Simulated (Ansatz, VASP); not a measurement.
**Cross-check of SbSI (1T-SbSI 3 layers, AA) between VASP and Ansatz**

Wanted: the spread between two codes on one cell, functional and k mesh. Of the first pair: The structure shown is the start of the Ansatz relaxation below; VASP solves that cell, so the two are compared at the walk's first step.

Program: Ansatz 0.2.0. Level of theory: plane waves, with VASP 6.6.1 beside it; PBE with D4. Results are calculated unless marked as measured.

**1. The starting structure**

The cell holds 9 atoms: 3 I, 3 Sb and 3 S. Its edges and angles: a = 4.137 Å, b = 4.137 Å, c = 60.816 Å, α = 90.0°, β = 90.0°, γ = 120.0°. Vacuum lies along c.

**2. Ansatz: relaxation, PBE with D4**

Ansatz runs on its default PAW (the set named soft_2) files.

The two programs are compared at the cell with which this relaxation starts, whose forces are those of its first step.

The input, input.yaml:

```yaml
crystal:
  lattice:
    - [4.137, 0.0, 0.0]
    - [-2.0685, 3.5827470955, 0.0]
    - [0.0, 0.0, 60.8157793485]
  atoms:
    - { symbol: I, position: [0.6666666667, 0.3333333333, 0.3773691671] }
    - { symbol: Sb, position: [0.0, 0.0, 0.4069026683] }
    - { symbol: S, position: [0.3333333333, 0.6666666667, 0.4245925437] }
    - { symbol: I, position: [0.6666666667, 0.3333333333, 0.4763883117] }
    - { symbol: Sb, position: [0.0, 0.0, 0.5059218128] }
    - { symbol: S, position: [0.3333333333, 0.6666666667, 0.5236116883] }
    - { symbol: I, position: [0.6666666667, 0.3333333333, 0.5754074563] }
    - { symbol: Sb, position: [0.0, 0.0, 0.6049409574] }
    - { symbol: S, position: [0.3333333333, 0.6666666667, 0.6226308329] }
  periodic: [true, true, false]
kpoints:
  mp_grid: { grid: [12, 12, 1] }
hamiltonian:
  xc: pbe
  dispersion: d4
scf:
  occupations: { method: fermi_dirac, width: 0.05 }
  convergence: { dr2_threshold: 1.0e-09 }
relax:
  f_tol: 0.004
  max_steps: 90
  cell: {}
output:
  write_potential: true
  write_density: true
  volumetric_format: npy
```

Command:

```bash
ansatz run input.yaml --threads 4 --pin off --max-ram 6144MiB --backend cpu --events-out ev --progress --plain --runs-dir out
```

Numbers of over 12 decimals in the logs are rounded to 6 here.

Log:

```text
Warning: relax.cell: scf.convergence.dr2_threshold = 1e-9 eV is looser than the 1.44975146768e-10 eV advised for a relaxation that steers and ends on the stress (1e-10 eV for each atom of the cell: 9, times the square of relax.cell.stress_2d_tol = 0.05 N/m over 24.9 Å (the atoms' height at the walk's start and 5 Å past either face), 2.007e-2 GPa, over a crystal's default 0.05). What an SCF threshold leaves in a stress goes as its square root, and in the free energy as the threshold itself, and one threshold admits the most on a small cell: [figures from the program's tests cut] Set scf.convergence.dr2_threshold to 1.44975146768e-10 eV or tighter. [rest of the remark cut]
Engine: ansatz 0.2.0, x86_64-unknown-linux-gnu
Pseudopotentials: kind: paw
Pseudopotential: I, paw, valence charge 17, recommended cutoff 420 eV (normal), I.paw.azcp
Pseudopotential: Sb, paw, valence charge 15, recommended cutoff 420 eV (normal), Sb.paw.azcp
Pseudopotential: S, paw, valence charge 6, recommended cutoff 420 eV (normal), S.paw.azcp
Functional definition: PBE
  parameter kappa = 0.804
  parameter beta = 0.066725
  exchange = pbe_x(kappa = kappa, mu = beta*pi^2/3)
  correlation = pbe_c(beta = beta)
Crystal: 9 atoms, lattice volume = 901.401 Å³
Basis set: ecut = 420 eV, 17375 PW (Γ), exchange–correlation on 60×60×864 points (8 copies of the dense FFT grid, shifted against one another)
Bands: 69, of which v1, the nominal top of the filled ones, is band 57 counted from 1 (56 counted from 0)
Symmetry: 6 space group operations
Space group: P3m1 (ITA 156), of the structure as read, at distance tolerance 9.7e-5 Å
k-points: 19 of 144 (time reversal used)
Non-local potential: I, projectors of the file, l = 0: 2, l = 1: 2, l = 2: 2, l = 3: 2
Non-local potential: Sb, projectors of the file, l = 0: 2, l = 1: 2, l = 2: 2, l = 3: 2
Non-local potential: S, projectors of the file, l = 0: 2, l = 1: 2, l = 2: 2
PAW form: soft (Blöchl's): semilocal exchange-correlation on the pseudo side does not see the compensation charge
PAW one-centre angular grid: I, 590 points (default); XC on 64 Gauss nodes
PAW one-centre angular grid: Sb, 590 points (default); XC on 64 Gauss nodes
PAW one-centre angular grid: S, 110 points (default); XC on 64 Gauss nodes
Initial density: superposition of atomic densities (neutral atoms: chi_scale 0, normalization atom), corrected by the library's trained network
Initial wavefunctions: pseudopotential atomic-orbital guess
Functional: x = pbe(κ = 0.804, μ = 0.219515), c = pbe(β = 0.066725)
SCF iter   1: F=—  HF=-44702.746476 eV  |F-HF|=—  |Δ(HF+E_count)|=         —  Δρ=1.16e-3  dr2=2.72e-1  ethr=1.77e-3  ⟨swp⟩=18.8  Hψ=8809  notcnv=0  defer=18
preconditioner: auto → Resta (q_TF=auto, 1.933 Å⁻¹)  ε∞=2.0  [insulator: Δε(μ)=0.722 eV  Ē_g=9.184 eV  σ=0.050 eV  W_gap=1.00  n_scr=126 (ndim 8)  ℏωp=9.1 eV  f_vac=0.696  D(μ)=0.00/eV (n_scr^D=0)  ε∞_Penn≈2.0  vacuum switching on, ρ_ref=6.1e-3 e/Å³]
SCF iter   2: F=—  HF=-44702.957432 eV  |F-HF|=—  |Δ(HF+E_count)|=   2.11e-1  Δρ=4.87e-3  dr2=2.02e1  ethr=2.38e-4  ⟨swp⟩=5.3  Hψ=2560  notcnv=0  defer=90  recentre
preconditioner: auto → LDOS  [metal: Δε(μ)=0.043 eV  Ē_g=9.104 eV  σ=0.050 eV  W_gap=0.20  n_scr=126 (ndim 8)  ℏωp=9.1 eV  f_vac=0.696  D(μ)=3.54/eV (n_scr^D=16)  β→1.0]
SCF iter   3: F=—  HF=-44702.737563 eV  |F-HF|=—  |Δ(HF+E_count)|=   2.20e-1  Δρ=9.34e-4  dr2=2.20e-1  ethr=2.38e-4  ⟨swp⟩=4.3  Hψ=2231  notcnv=0  defer=59
SCF iter   4: F=—  HF=-44702.728397 eV  |F-HF|=—  |Δ(HF+E_count)|=   9.17e-3  Δρ=7.12e-4  dr2=1.42e-1  ethr=1.93e-4  ⟨swp⟩=1.9  Hψ=1667  notcnv=0  defer=62
SCF iter   5: F=—  HF=-44702.720143 eV  |F-HF|=—  |Δ(HF+E_count)|=   8.25e-3  Δρ=4.58e-4  dr2=8.07e-2  ethr=1.24e-4  ⟨swp⟩=2.3  Hψ=1707  notcnv=0  defer=62
SCF iter   6: F=—  HF=-44702.713527 eV  |F-HF|=—  |Δ(HF+E_count)|=   6.62e-3  Δρ=2.46e-4  dr2=3.26e-2  ethr=7.08e-5  ⟨swp⟩=2.6  Hψ=1709  notcnv=0  defer=63
SCF iter   7: F=—  HF=-44702.709896 eV  |F-HF|=—  |Δ(HF+E_count)|=   3.63e-3  Δρ=1.27e-4  dr2=2.64e-3  ethr=2.86e-5  ⟨swp⟩=2.0  Hψ=1736  notcnv=0  defer=62
SCF iter   8: F=—  HF=-44702.709848 eV  |F-HF|=—  |Δ(HF+E_count)|=   4.89e-5  Δρ=8.65e-5  dr2=1.76e-3  ethr=2.32e-6  ⟨swp⟩=2.1  Hψ=1681  notcnv=0  defer=62
SCF iter   9: F=—  HF=-44702.709707 eV  |F-HF|=—  |Δ(HF+E_count)|=   1.40e-4  Δρ=4.86e-5  dr2=8.58e-5  ethr=1.55e-6  ⟨swp⟩=2.0  Hψ=1600  notcnv=0  defer=62
[...]
basis re-selected at this cell: Δ(F+E_penalty+E_count) = +2.109e-3 eV, ΔP = -0.002 N/m vs the last step (what re-selecting the basis moved, of the pressure what is left beyond the Pulay correction that the steps carried, after the strain that the cell walked since its last selection, with what the two solves' SCF thresholds leave and, on support functions, any second-order correction that the steps lacked; it is no measure of the basis error at this ecutwfc). The dense FFT grid was sized anew with the basis: this SCF ran on 27×27×432 points, the steps before it on 30×30×432, so part of this shift can come from that change (see relax.cell in the input reference). [rest of the remark cut]
WARN: The output density's exchange-correlation potential varies sharply where the density is thin. Do not read a vacuum level from v_tot or v_xc, or from such a field of the output density. On a cell that repeats whose density bears no net charge and no dipole along the vacuum's axis use v_es (v_loc + v_h of the components); under efield.dipole_correction with no amplitude use v_es + v_field, which holds any externa [...]
SCF converged after 7 iterations
Free energy (F): -44703.864472 eV
Harris-Foulkes:  -44703.864472 eV  (|F-HF|=4.66e-10)
Internal energy: -44703.864469 eV  (E = F + TS)
E sigma→0 (E₀):  -44703.864471 eV
Entropy (-TS):   -0.000003 eV (-0.000 meV/atom)
Fermi energy:    -4.953893 eV
--- Per-component energies (eV) ---
  E_band       = -3142.949316
  E_kinetic    = 1501.227156
  E_local      = -759881.858772  (includes V_loc(G=0)·N_el)
  E_nonlocal   = 894.735215
  E_hartree    = 379004.380359
  E_xc         = -1089.422016
  E_vxc        = -934.252668  (∫ρ·V_xc dr)
  E_paw        = -29966.621579  (= ΣΔE_a)
  E_vpaw       = -2731.558540  (= ΣTr[D̂ρ^β])
  E_aug_tail   = -0.000020  (compensation charges beyond the density's cutoff)
  E_ewald      = 364836.912657
  E_disp       = -3.217470  (pairwise vdW)
  E_smearing   = -0.000003  (= −TS)
  E_closure    = -0.000000  (closes the sum)
  Σ components = -44703.864472   (vs F -44703.864472, Δ=0.00e0)
--- Forces (eV/Å), atoms counted from 1 ---
  atom   1  I      0.00000000     0.00000000    -0.00073245
  atom   2  Sb     0.00000000     0.00000000     0.00023370
  atom   3  S      0.00000000    -0.00000000     0.00019262
  atom   4  I      0.00000000     0.00000000    -0.00015806
  atom   5  Sb     0.00000000     0.00000000     0.00021696
  atom   6  S      0.00000000    -0.00000000    -0.00002379
  atom   7  I      0.00000000     0.00000000    -0.00028560
  atom   8  Sb     0.00000000     0.00000000    -0.00008332
  atom   9  S      0.00000000    -0.00000000     0.00064012
  max |Σ_I F_I| component: 1.90e-7 eV/Å
--- 2D stress c σ (N/m, compression-positive) ---
        0.002063      -0.000000       0.000000
       -0.000000       0.002063       0.000000
        0.000000       0.000000       0.000000
  P = ½ c Tr σ = 0.0021 N/m
--- Band table (eV; the first three rows and the last of 19) ---
  k-point 0: bands = [... 53 lower, -6.3112, -6.1197, -6.1197, -5.9639, -4.5080, -4.0652, -3.8175, -3.8175, ... 8 higher]
  k-point 1: bands = [... 53 lower, -6.2282, -6.1461, -5.9771, -5.7427, -4.3475, -4.0355, -3.7536, -3.6993, ... 8 higher]
  k-point 2: bands = [... 53 lower, -6.2321, -6.1525, -5.8497, -5.5573, -4.2987, -3.9360, -3.6146, -3.4125, ... 8 higher]
  k-point 18: bands = [... 53 lower, -7.0605, -6.7148, -6.2989, -5.8688, -3.1284, -3.0471, -2.6163, -2.5293, ... 8 higher]
  the weakly bound empty levels are not read free of the cell's end (no_gap_told)
--- Relaxed structure (7 steps of the walk, 7 accepted, 1 SCFs on fresh bases) ---
  F+E_penalty+E_count = -44703.86447245 eV   max|allowed force component| = 7.325e-4 eV/Å   (the final SCF, on the basis selected at the relaxed cell)
  cell:  # Å, volume = 851.4074 Å³
    - [4.020641, 0, 0]
    - [-2.010320, 3.481977, 0]
    - [0, 0, 60.8157793485]
  atoms:
    - { symbol: I, position: [0.666667, 0.333333, 0.365022] }
    - { symbol: Sb, position: [-3.6091586714376064e-18, 0, 0.400269] }
    - { symbol: S, position: [0.333333, 0.666667, 0.422147] }
    - { symbol: I, position: [0.666667, 0.333333, 0.471203] }
    - { symbol: Sb, position: [2.783330003276767e-19, 0, 0.506433] }
    - { symbol: S, position: [0.333333, 0.666667, 0.528289] }
    - { symbol: I, position: [0.666667, 0.333333, 0.577341] }
    - { symbol: Sb, position: [4.163715427471579e-18, 0, 0.612594] }
    - { symbol: S, position: [0.333333, 0.666667, 0.634467] }
```

(Part 1 of 2 ends here.)

[Lines on the potential files, build, host, timing and source positions are cut from VASP's logs without a mark.]

[Logs are printed without paths, hosts, clocks, repeated set-up lines and the standing remarks that a program may print on its own settings, such as how far it seeks lower states.]

[Hosts, paths, dates, database ids (printed as entryN), source tags and the programs' standing remarks are cut or masked in the printed files.]
